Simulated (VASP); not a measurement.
Output of a VASP run:

**OUTCAR**
```
 ion  position               nearest neighbor table
   1  0.000  0.000  0.000-   2 2.58   2 2.58   2 2.58   2 2.58   2 2.58   2 2.58
   2  0.500  0.500  0.500-   1 2.58   1 2.58   1 2.58   1 2.58   1 2.58   1 2.58
  LATTYP: Found a face centered cubic cell.
 ALAT       =     5.1600000000
 Subroutine PRICEL returns:
 Original cell was already a primitive cell.
 Subroutine GETGRP returns: Found 48 space group operations
The static configuration has the point symmetry O_h .
The dynamic configuration has the point symmetry O_h .
 Subroutine INISYM returns: Found 48 space group operations
 Subroutine IBZKPT returns following result:
 Found     29 irreducible k-points:

 Following reciprocal coordinates:
            Coordinates               Weight
  0.000000  0.000000  0.000000      1.000000
  0.125000  0.000000  0.000000      8.000000
  0.250000  0.000000  0.000000      8.000000
  0.375000  0.000000  0.000000      8.000000
  0.500000  0.000000  0.000000      4.000000
  0.125000  0.125000  0.000000      6.000000
  0.250000  0.125000  0.000000     24.000000
  0.375000  0.125000  0.000000     24.000000
  0.500000  0.125000  0.000000     24.000000
 -0.375000  0.125000  0.000000     24.000000
 -0.250000  0.125000  0.000000     24.000000
 -0.125000  0.125000  0.000000     12.000000
  0.250000  0.250000  0.000000      6.000000
  0.375000  0.250000  0.000000     24.000000
  0.500000  0.250000  0.000000     24.000000
 -0.375000  0.250000  0.000000     24.000000
 -0.250000  0.250000  0.000000     12.000000
  0.375000  0.375000  0.000000      6.000000
  0.500000  0.375000  0.000000     24.000000
 -0.375000  0.375000  0.000000     12.000000
  0.500000  0.500000  0.000000      3.000000
  0.375000  0.250000  0.125000     24.000000
  0.500000  0.250000  0.125000     48.000000
 -0.375000  0.250000  0.125000     24.000000
  0.500000  0.375000  0.125000     24.000000
 -0.375000  0.375000  0.125000     48.000000
 -0.250000  0.375000  0.125000     24.000000
 -0.375000  0.500000  0.125000     12.000000
 -0.250000  0.500000  0.250000      6.000000
   k-points           NKPTS =     29   k-points in BZ     NKDIM =     29   number of bands    NBANDS=     12
   number of dos      NEDOS =    301   number of ions     NIONS =      2
   total plane-waves  NPLWV =  21952
   dimension x,y,z NGX =    28 NGY =   28 NGZ =   28
   dimension x,y,z NGXF=    56 NGYF=   56 NGZF=   56
   ions per type =               1   1
   PREC   = accura    normal or accurate (medium, high low for compatibility)
   ISTART =      0    job   : 0-new  1-cont  2-samecut
   ICHARG =      2    charge: 1-file 2-atom 10-const
   ISPIN  =      1    spin polarized calculation?
   LNONCOLLINEAR =      F non collinear calculations
   LSORBIT =      F    spin-orbit coupling
   INIWAV =      1    electr: 0-lowe 1-rand  2-diag
   ENCUT  =  530.0 eV  38.95 Ry    6.24 a.u.   6.85  6.85  6.85*2*pi/ulx,y,z
   NELM   =    100;   NELMIN=  2; NELMDL= -5     # of ELM steps
   EDIFF  = 0.1E-05   stopping-criterion for ELM
   LREAL  =      F    real-space projection
   NLSPLINE    = F    spline interpolate recip. space projectors
   LMAXMIX     =    4 max onsite mixed and CHGCAR
   VOSKOWN=      0    Vosko Wilk Nusair interpolation
   EDIFFG = -.1E-01   stopping-criterion for IOM
   NSW    =     60    number of steps for IOM
   NBLOCK =      1;   KBLOCK =     60    inner block; outer block
   IBRION =      2    ionic relax: 0-MD 1-quasi-New 2-CG
   NFREE  =      1    steps in history (QN), initial steepest desc. (CG)
   ISIF   =      3    stress and relaxation
   ISYM   =      2    0-nonsym 1-usesym 2-fastsym
   TEIN   =    0.0    initial temperature
   TEBEG  =    0.0;   TEEND  =   0.0 temperature during run
   SMASS  =  -3.00    Nose mass-parameter (am)
   PSTRESS=    0.0 pullay stress
   NELECT =      16.0000    total number of electrons
   EFERMI =   0.00;   METHOD = LEGACY
   ISMEAR =     0;   SIGMA  =   0.05  broadening in eV -4-tet -1-fermi 0-gaus
   IALGO  =     38    algorithm
...
```

OSZICAR:
```
       N       E                     dE             d eps       ncg     rms          rms(c)
DAV:   1     0.761977199208E+02    0.76198E+02   -0.88360E+03   696   0.133E+03
DAV:   2    -0.112469699592E+02   -0.87445E+02   -0.80994E+02   960   0.254E+02
DAV:   3    -0.145148939196E+02   -0.32679E+01   -0.32473E+01   896   0.475E+01
DAV:   4    -0.146093451932E+02   -0.94451E-01   -0.94410E-01   972   0.702E+00
DAV:   5    -0.146106934695E+02   -0.13483E-02   -0.13483E-02   912   0.673E-01    0.171E+01
DAV:   6    -0.127872495656E+02    0.18234E+01   -0.92108E+00   812   0.228E+01    0.202E+01
DAV:   7    -0.126615367334E+02    0.12571E+00   -0.55517E-01   860   0.667E+00    0.117E+01
DAV:   8    -0.126375705609E+02    0.23966E-01   -0.14070E-01   752   0.412E+00    0.761E-01
DAV:   9    -0.126375443970E+02    0.26164E-04   -0.11403E-02  1012   0.891E-01    0.220E-01
DAV:  10    -0.126378290384E+02   -0.28464E-03   -0.76280E-04   776   0.281E-01    0.711E-02
DAV:  11    -0.126379000680E+02   -0.71030E-04   -0.95801E-05   796   0.892E-02    0.343E-02
DAV:  12    -0.126379076396E+02   -0.75716E-05   -0.98677E-06  1044   0.303E-02    0.183E-02
DAV:  13    -0.126379068884E+02    0.75115E-06   -0.15014E-06   728   0.144E-02
   1 F= -.12637907E+02 E0= -.12637907E+02  d E =-.126379E+02
       N       E                     dE             d eps       ncg     rms          rms(c)
DAV:   1    -0.126907733939E+02   -0.52866E-01   -0.10899E+00   864   0.100E+01    0.223E+00
DAV:   2    -0.126489257335E+02    0.41848E-01   -0.17820E-01   760   0.356E+00    0.624E-01
DAV:   3    -0.126403041548E+02    0.86216E-02   -0.21712E-02   952   0.154E+00    0.563E-01
DAV:   4    -0.126390426513E+02    0.12615E-02   -0.10673E-02  1064   0.773E-01    0.475E-01
DAV:   5    -0.126396705647E+02   -0.62791E-03   -0.53044E-04   880   0.225E-01    0.852E-02
DAV:   6    -0.126397557452E+02   -0.85181E-04   -0.70032E-04  1124   0.194E-01    0.482E-02
DAV:   7    -0.126397641104E+02   -0.83651E-05   -0.15079E-05   884   0.407E-02    0.856E-03
DAV:   8    -0.126397638204E+02    0.29000E-06   -0.13962E-06   492   0.129E-02
   2 F= -.12639764E+02 E0= -.12639764E+02  d E =-.185693E-02
       N       E                     dE             d eps       ncg     rms          rms(c)
DAV:   1    -0.126443161978E+02   -0.45521E-02   -0.89931E-02   816   0.287E+00    0.616E-01
DAV:   2    -0.126409270030E+02    0.33892E-02   -0.15129E-02   780   0.105E+00    0.182E-01
DAV:   3    -0.126402051231E+02    0.72188E-03   -0.17212E-03   900   0.444E-01    0.188E-01
DAV:   4    -0.126400929229E+02    0.11220E-03   -0.85891E-04  1060   0.220E-01    0.156E-01
DAV:   5    -0.126401353619E+02   -0.42439E-04   -0.43906E-05   972   0.609E-02    0.469E-02
DAV:   6    -0.126401421497E+02   -0.67878E-05   -0.75933E-05  1104   0.594E-02    0.757E-03
DAV:   7    -0.126401416319E+02    0.51785E-06   -0.61767E-07   524   0.909E-03
   3 F= -.12640142E+02 E0= -.12640142E+02  d E =-.223474E-02
```

### OUTCAR
```
------------------------ aborting loop because EDIFF is reached ----------------------------------------
  FORCE on cell =-STRESS in cart. coord.  units (eV):
  Direction    XX          YY          ZZ          XY          YZ          ZX
  --------------------------------------------------------------------------------------
  Total        0.0008821      0.0008821      0.0008821      0.0000000      0.0000000      0.0000000
  in kB        0.0417735      0.0417735      0.0417735      0.0000000      0.0000000      0.0000000
  external PRESSURE =       0.0417735 kB  Pullay stress =       0.0000000 kB
  volume of cell :       33.83
      direct lattice vectors                 reciprocal lattice vectors
    -0.000000000  2.567021341  2.567021341    -0.194778279  0.194778279  0.194778279
     2.567021341 -0.000000000  2.567021341     0.194778279 -0.194778279  0.194778279
     2.567021341  2.567021341  0.000000000     0.194778279  0.194778279 -0.194778279
  FREE ENERGIE OF THE ION-ELECTRON SYSTEM (eV)
  ---------------------------------------------------
  free  energy   TOTEN  =       -12.6401416319 eV

  energy  without entropy=      -12.6401416319  energy(sigma->0) =      -12.64014163

 reached required accuracy - stopping structural energy minimisation
```
(Selected blocks of OUTCAR.)

POSCAR:
```
SrO
1
    0.0000000000     2.5800000000     2.5800000000
    2.5800000000     0.0000000000     2.5800000000
    2.5800000000     2.5800000000     0.0000000000
Sr O
1 1
Direct
  0.0000000000   0.0000000000   0.0000000000
  0.5000000000   0.5000000000   0.5000000000
```

Task: Write an INCAR and KPOINTS that could have produced this output.

Result: Several could match; the one computed here: the input of the run itself, PBEsol GGA, plane waves, VASP's PBE PAW potentials (set 64).

INCAR:
```
SYSTEM = SrO
PREC = Accurate; ENCUT = 530; LREAL = F
LASPH = T
EDIFF = 1E-6; NELM = 100; ALGO = Normal
LMAXMIX = 4
ISMEAR = 0; SIGMA = 0.05
GGA = PS
IBRION = 2; NSW = 60; ISIF = 3
EDIFFG = -0.01
LWAVE = F; LCHARG = F
```

### KPOINTS
```
Automatic mesh
0
Gamma
8 8 8
0 0 0
```

POTCAR, in this order: Sr_sv O (PBE.64 set). Program: vasp_std.

The compound is SrO in the rock salt structure. This run relaxes it. Symmetry was kept, so distortions that lower it aren't found.
